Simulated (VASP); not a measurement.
The input files of a VASP run:

File POSCAR:
```
GaSb
1.0
  0.0000000000   3.0361949595   3.0361949595
  3.0361949595   0.0000000000   3.0361949595
  3.0361949595   3.0361949595   0.0000000000
Ga Sb
1 1
Cartesian
  0.0000000000   0.0000000000   0.0000000000
  1.5180974797   1.5180974797   1.5180974797
```

**INCAR**
```
SYSTEM = GaSb
PREC = Accurate
ENCUT = 520
EDIFF = 1E-7
NELM = 100
ALGO = Normal
LREAL = .FALSE.
LASPH = .TRUE.
ISMEAR = 1
SIGMA = 0.1
GGA = CX
LUSE_VDW = .TRUE.
AGGAC = 0.0
LMAXMIX = 4
LWAVE = .FALSE.
LCHARG = .FALSE.
ISIF = 2
```

File KPOINTS:
```
Automatic mesh
0
Gamma
10 10 10
0 0 0
```

POTCAR, in this order: Ga_d Sb (PBE.64 set). Program: vasp_std.

Task: Write an equivalent input for Quantum ESPRESSO's pw.x.

Result: One equivalent input (not run):
```
&CONTROL
  calculation = 'scf'
  pseudo_dir = './pseudo'
  outdir = './out'
  tprnfor = .true.
  tstress = .true.
/
&SYSTEM
  ibrav = 0
  nat = 2
  ntyp = 2
  ecutwfc = 80
  occupations = 'smearing'
  smearing = 'methfessel-paxton'
  degauss = 0.00735
  input_dft = 'vdw-df-cx'
/
&ELECTRONS
  conv_thr = 7.3e-09
  electron_maxstep = 100
/
ATOMIC_SPECIES
  Ga 69.723 Ga.upf
  Sb 121.760 Sb.upf
CELL_PARAMETERS angstrom
     0.0000000    3.0361950    3.0361950
     3.0361950    0.0000000    3.0361950
     3.0361950    3.0361950    0.0000000
ATOMIC_POSITIONS crystal
  Ga   0.0000000  0.0000000  0.0000000
  Sb   0.2500000  0.2500000  0.2500000
K_POINTS automatic
  10 10 10 0 0 0
```
What does not carry over: the potentials are each code's own (VASP's PAW set, PseudoDojo norm-conserving files in pw.x), so ENCUT and ecutwfc are chosen apart and not converted; conv_thr bounds pw.x's estimated SCF error, while EDIFF bounds the energy change between steps.

The compound is GaSb in the zinc blende structure. This cell is one point of a volume scan, at 0.97 of the reference volume.
